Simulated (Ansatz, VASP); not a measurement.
# Two plane-wave programs on NbCu

Contents of INCAR:

```
  ALGO = Normal
  EDIFF = 1E-7
  ENCUT = 520
  GGA = PE
  ISIF = 2
  ISMEAR = -1
  LASPH = True
  LCHARG = False
  LREAL = False
  LWAVE = False
  NBANDS = 19
  NELM = 60
  PREC = Accurate
  SIGMA = 0.05
```

File KPOINTS:

```
k-points
0
Gamma
  9 9 9
```

File POSCAR:

```
NbCu
1.0
    0.0000000000      2.6124621697      2.6124621697
    2.6124621697      0.0000000000      2.6124621697
    2.6124621697      2.6124621697      0.0000000000
Nb Cu
1 1
Direct
    0.0000000000      0.0000000000      0.0000000000
    0.5000000000      0.5000000000      0.5000000000
```

The input input.yaml:

```yaml
crystal:
  lattice:
    - [0.0, 2.6124621697, 2.6124621697]
    - [2.6124621697, 0.0, 2.6124621697]
    - [2.6124621697, 2.6124621697, 0.0]
  atoms:
    - { symbol: Nb, position: [0.0, 0.0, 0.0] }
    - { symbol: Cu, position: [0.5, 0.5, 0.5] }
hamiltonian:
  xc: pbe
  pseudopotentials: { kind: paw }
kpoints:
  mp_grid: { grid: [9, 9, 9] }
scf:
  occupations: { method: fermi_dirac, width: 0.05 }
output:
  forces: true
  stress: true
  eigenvalues: true
  write_density: true
  write_potential: true
  elf: true
  volumetric_format: npy
```

Change from the starting cell: volume scaled by 1.06.

Alike in both runs: task single point; functional PBE; k mesh 9 × 9 × 9; occupations fermi-dirac, width 0.05 eV; no spin polarisation.

```csv
,VASP,Ansatz
version,VASP 6.6.1,Ansatz 0.2.0
potentials or method,"VASP PAW PBE potentials, release 64 (Nb_sv, Cu)",Ansatz PAW
plane-wave cutoff (eV),520,420
valence electrons in the cell,24,32
```

```csv
,VASP,Ansatz,Ansatz less VASP
gap on the k mesh at the Fermi level (eV),none,none,-
pressure (GPa),-7.3,-7.3,-0.03
```

A gap of «none» marks a metal or a gap that the smearing closes. The two sets of potentials don't hold the same shells in valence.
